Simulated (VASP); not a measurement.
# SbW2 (Fm-3m) in VASP: a series of runs, part 2 of 2

VASP 6.6.1.

## 3. Relaxation of cell and atoms, revPBE

Contents of INCAR:

```
SYSTEM = SbW2
  PREC = Accurate
  ENCUT = 600
  EDIFF = 1E-6
  ISMEAR = -1
  SIGMA = 0.05
  LREAL = .False.
  LASPH = .True.
  NELM = 100
  ALGO = Fast
  ISIF = 3
  LWAVE = .False.
  LCHARG = .False.
  GGA = RE
  IBRION = 2
  NSW = 60
  EDIFFG = -0.02
```

Contents of KPOINTS:

```
regular mesh
0
Gamma
  7 7 7
  0 0 0
```

Contents of POSCAR:

```
SbW2
1.0
    0.0000000000      3.1330100000      3.1330100000
    3.1330100000      0.0000000000      3.1330100000
    3.1330100000      3.1330100000      0.0000000000
Sb W
1 2
Direct
    0.5000000000      0.5000000000      0.5000000000
    0.2500000000      0.2500000000      0.2500000000
    0.7500000000      0.7500000000      0.7500000000
```

Potentials or basis: VASP PAW PBE potentials, release 64 (Sb, W_sv).

Started as:

```console
cat potpaw_PBE.64/Sb/POTCAR potpaw_PBE.64/W_sv/POTCAR > POTCAR
mpirun -np 1 vasp_std > vasp.out
```

OUTCAR:

```text
SYSTEM = SbW2
   PREC = Accurate
   ENCUT = 600
   EDIFF = 1E-6
   ISMEAR = -1
   LREAL = .False.
   LASPH = .True.
   NELM = 100
   ISIF = 3
   GGA = RE
   IBRION = 2
   NSW = 60
   EDIFFG = -0.02

 ion  position               nearest neighbor table
   1  0.500  0.500  0.500-   2 2.71   2 2.71   2 2.71   3 2.71   3 2.71   3 2.71   3 2.71   2 2.71

   2  0.250  0.250  0.250-   1 2.71   1 2.71   1 2.71   1 2.71   3 3.13   3 3.13   3 3.13   3 3.13
                             3 3.13   3 3.13
   3  0.750  0.750  0.750-   1 2.71   1 2.71   1 2.71   1 2.71   2 3.13   2 3.13   2 3.13   2 3.13
                             2 3.13   2 3.13

  LATTYP: Found a face centered cubic cell.
 ALAT       =     6.2660200000

  Lattice vectors:

 A1 = (   0.0000000000,   3.1330100000,   3.1330100000)
 A2 = (   3.1330100000,   0.0000000000,   3.1330100000)
 A3 = (   3.1330100000,   3.1330100000,   0.0000000000)

Analysis of symmetry for initial positions (statically):
=====================================================================
 Subroutine PRICEL returns:
 Original cell was already a primitive cell.

 Routine SETGRP: Setting up the symmetry group for a
 face centered cubic supercell.

 Subroutine GETGRP returns: Found 48 space group operations
 (whereof 48 operations were pure point group operations)
 out of a pool of 48 trial point group operations.

The static configuration has the point symmetry O_h .

Analysis of symmetry for dynamics (positions and initial velocities):
=====================================================================
 Subroutine PRICEL returns:
 Original cell was already a primitive cell.

 Routine SETGRP: Setting up the symmetry group for a
 face centered cubic supercell.

 Subroutine GETGRP returns: Found 48 space group operations
 (whereof 48 operations were pure point group operations)
 out of a pool of 48 trial point group operations.

The dynamic configuration has the point symmetry O_h .
[... 104 lines left out ...]
   POTIM  = 0.5000    time-step for ionic-motion
   TEBEG  =    0.0;   TEEND  =   0.0 temperature during run
   PSTRESS=    0.0 pullay stress
   NELECT =      33.0000    total number of electrons
   NUPDOWN=      -1.0000    fix difference up-down
   EMIN   =  10.00;   EMAX   =-10.00  energy-range for DOS
   EFERMI =   0.00;   METHOD = LEGACY
   ISMEAR =    -1;   SIGMA  =   0.05  broadening in eV -4-tet -1-fermi 0-gaus
   EFERMI_NEDOS =   21; number of points for ismear=-14 and -15
   IALGO  =     68    algorithm
   IMIX   =      4    mixing-type and parameters
     AMIX     =   0.40;   BMIX     =  1.00
     AMIX_MAG =   1.60;   BMIX_MAG =  1.00
  volume/ion in A,a.u.               =      20.50       138.35
  Fermi-wavevector in a.u.,A,eV,Ry     =   1.330274  2.513853 24.077255  1.769628
  Thomas-Fermi vector in A             =   2.459373
   LORBIT       =      0    0 simple, 1 ext, 2 COOP (PROOUT), +10 PAW based schemes
   GGA     = RE    functional components
   LHFCALC =     F    Hartree Fock is set to
   AEXX    =    0.0000 exact exchange contribution
   IVDW    =     0    specifies the selected vdW correction
   LEPSILON=     F    determine dielectric tensor
   LRPA    =     F    only Hartree local field effects (RPA)
 conjugate gradient relaxation of ions
 non-spin polarized calculation
 RMM-DIIS sequential band-by-band and
  energy-cutoff  :      600.00
  volume of cell :       61.51
 maximum number of plane-waves:      2085
   NGX = 17   NGY = 17   NGZ = 17

--------------------------------------- Ionic step        1  -------------------------------------------

 number of electron      33.0000001 magnetization

 Free energy of the ion-electron system (eV)
  ---------------------------------------------------
  ext. energy  EPLUGINS =         0.00000000
  ---------------------------------------------------
  free energy    TOTEN  =       -24.40488057 eV

  energy without entropy =      -24.36930374  energy(sigma->0) =      -24.38709215

------------------------ aborting loop because EDIFF is reached ----------------------------------------

  FORCE on cell =-STRESS in cart. coord.  units (eV):
  Direction    XX          YY          ZZ          XY          YZ          ZX
  --------------------------------------------------------------------------------------
  -------------------------------------------------------------------------------------
  Total        0.7582454      0.7582454      0.7582454      0.0000000      0.0000000      0.0000000
  in kB       19.7517238     19.7517238     19.7517238      0.0000000      0.0000000      0.0000000
  external PRESSURE =      19.7517238 kB  Pullay stress =       0.0000000 kB
[... 61 lines left out ...]
--------------------------------------- Ionic step        3  -------------------------------------------

 number of electron      33.0000002 magnetization

 Free energy of the ion-electron system (eV)
  ---------------------------------------------------
  ext. energy  EPLUGINS =         0.00000000
  ---------------------------------------------------
  free energy    TOTEN  =       -24.40924431 eV

  energy without entropy =      -24.37289625  energy(sigma->0) =      -24.39107028

 E-fermi :   9.2607     XC(G=0): -11.6506

 val. band max:        9.2449809823   @ k =  -0.4286   0.1429   0.0000
 cond. band min:       9.2696626374   @ k =   0.2857   0.2857   0.0000
 fundamental gap:      0.0246816551
 Fermi energy:         9.2606930995

 k-point     1 :       0.0000    0.0000    0.0000
  band No.  band energies     occupation
      1     -64.8558      2.00000
      2     -64.8275      2.00000
      3     -29.1478      2.00000
      4     -29.1478      2.00000
      5     -29.1478      2.00000
      6     -28.9686      2.00000
[... 479 lines left out ...]
  FREE ENERGIE OF THE ION-ELECTRON SYSTEM (eV)
  ---------------------------------------------------
  free  energy   TOTEN  =       -24.4092443068 eV

  energy  without entropy=      -24.3728962507  energy(sigma->0) =      -24.39107028

 reached required accuracy - stopping structural energy minimisation
```

OSZICAR:

```text
N       E                     dE             d eps       ncg     rms          rms(c)
DAV:   1     0.374817583581E+03    0.37482E+03   -0.20452E+04   832   0.186E+03
DAV:   2    -0.932155832654E+01   -0.38414E+03   -0.37774E+03   896   0.517E+02
DAV:   3    -0.248926534481E+02   -0.15571E+02   -0.14654E+02   996   0.968E+01
[... 37 lines left out ...]
RMM:   9    -0.244092929798E+02   -0.18359E-04   -0.15914E-04   979   0.844E-02    0.636E-02
RMM:  10    -0.244093063067E+02   -0.13327E-04   -0.28461E-05   871   0.381E-02    0.612E-02
RMM:  11    -0.244092440511E+02    0.62256E-04   -0.22170E-04  1118   0.885E-02    0.133E-02
RMM:  12    -0.244092439227E+02    0.12844E-06   -0.42625E-05   943   0.373E-02    0.544E-03
RMM:  13    -0.244092443068E+02   -0.38412E-06   -0.56731E-06   715   0.144E-02
   3 F= -.24409244E+02 E0= -.24391070E+02  d E =-.436374E-02
```

Wall time 43 s (1 thread of Intel Xeon 6975P-C (Granite Rapids), shared host); peak memory 0.23 GiB.

Results:

* Free energy: -24.4092 eV
* Relaxed volume: 20.74 Å³/atom
* Relaxed cell: a = 4.448 Å, b = 4.448 Å, c = 4.448 Å, α = 60.00°, β = 60.00°, γ = 60.00°
* Space group after relaxing (to 0.05 Å): Fm-3m (No. 225)
* Energy gained by relaxing: 1.5 meV/atom
* Ionic steps: 3
* Pressure after relaxing: 0.0 GPa

Step by step:
```
step  energy change (eV)  largest force (eV/Å)  pressure (GPa)  volume (Å³)
   1              0.0000                0.0000            1.98        61.51
   2              0.0151                0.0000           -3.91        63.78
   3             -0.0044                0.0000            0.00        62.23
```

Final structure:
```xyz
3
Lattice="0.0000 3.1452 3.1452 3.1452 0.0000 3.1452 3.1452 3.1452 0.0000" Properties=species:S:1:pos:R:3 pbc="T T T"
Sb    3.1452    3.1452    3.1452
W     1.5726    1.5726    1.5726
W     4.7179    4.7179    4.7179
```

Caveat: the bands computed are all filled at some k points, so no gap is given; the PAW data sets were made with another functional, which shifts forces and pressure a little. Spin-orbit coupling is left out, which matters for the levels of Sb, W.

## 4. Relaxation of cell and atoms, BLYP

Edit INCAR of step 3 so:

```diff
@@ -13,3 +13,7 @@
   LCHARG = .False.
-  GGA = RE
+  GGA = B5
+  ALDAX = 1.0
+  AGGAX = 1.0
+  AGGAC = 1.0
+  ALDAC = 0.0
   IBRION = 2
```

KPOINTS is that of step 3.

POSCAR is that of step 3.

Started as:

```console
cat potpaw_PBE.64/Sb/POTCAR potpaw_PBE.64/W_sv/POTCAR > POTCAR
mpirun -np 1 vasp_std > vasp.out
```

It took 1.8 min on 1 thread of Intel Xeon 6975P-C (Granite Rapids), shared host; peak memory 0.23 GiB.

The run converged. Its results:

* Free energy: -21.7299 eV
* Relaxed volume: 21.55 Å³/atom
* Relaxed cell: a = 4.505 Å, b = 4.505 Å, c = 4.505 Å, α = 60.00°, β = 60.00°, γ = 60.00°
* Space group after relaxing (to 0.05 Å): Fm-3m (No. 225)
* Energy gained by relaxing: 25.7 meV/atom
* Ionic steps: 4
* Pressure after relaxing: 0.0 GPa

Step by step:
```csv
step,energy change (eV),largest force (eV/Å),pressure (GPa),volume (Å³)
1,0.0000,0.0000,8.22,61.51
2,0.1902,0.0000,-11.53,71.35
3,-0.0769,0.0000,-0.18,64.73
4,-0.0770,0.0000,-0.01,64.66
```

Final structure:
```
Sb W
1.0
     0.00000    3.18563    3.18563
     3.18563    0.00000    3.18563
     3.18563    3.18563    0.00000
Sb W
1 2
Cartesian
  3.1856 3.1856 3.1856
  1.5928 1.5928 1.5928
  4.7784 4.7784 4.7784
```

Levels at points of the mesh, in eV from the Fermi level:
```
           k point  band 13  band 14  band 15  band 16  band 17  band 18  band 19  band 20
(0.00, 0.00, 0.00)    -2.82    -2.82     0.68     1.49     1.49     1.49     3.19     3.19
```

Caveat: the bands computed are all filled at some k points, so no gap is given; the PAW data sets were made with another functional, which shifts forces and pressure a little. Spin-orbit coupling is left out, which matters for the levels of Sb, W.

## 5. The reference run

An earlier run on the cell as given: functional PBE; potentials or basis VASP PAW PBE potentials, release 64 (Sb, W_sv); cutoff 520 eV; k mesh 7 × 7 × 7; occupations fermi-dirac, width 0.05 eV; no spin polarisation.

* Pressure: 0.2 GPa
* Band gap on the k mesh: none (metal or under the smearing width)

## 6. The runs side by side

```tsv
task	level	cell	cutoff (eV)	pressure (GPa)	relaxed volume (Å³/atom)
relaxation of cell and atoms	RPBE	relaxed	600	0.0	20.83
relaxation of cell and atoms	revPBE	relaxed	600	0.0	20.74
relaxation of cell and atoms	BLYP	relaxed	600	0.0	21.55
single point	PBE	as given	520	0.2	-
```

Alike in all rows: potentials or basis VASP PAW PBE potentials, release 64 (Sb, W_sv); no spin polarisation; k mesh 7 × 7 × 7; smearing fermi-dirac 0.05 eV.

Caveats: the bands computed are all filled at some k points, so no gap is given (some runs); the PAW data sets were made with another functional, which shifts forces and pressure a little (some runs).

Absolute energies hang on the potentials; compare differences alone.
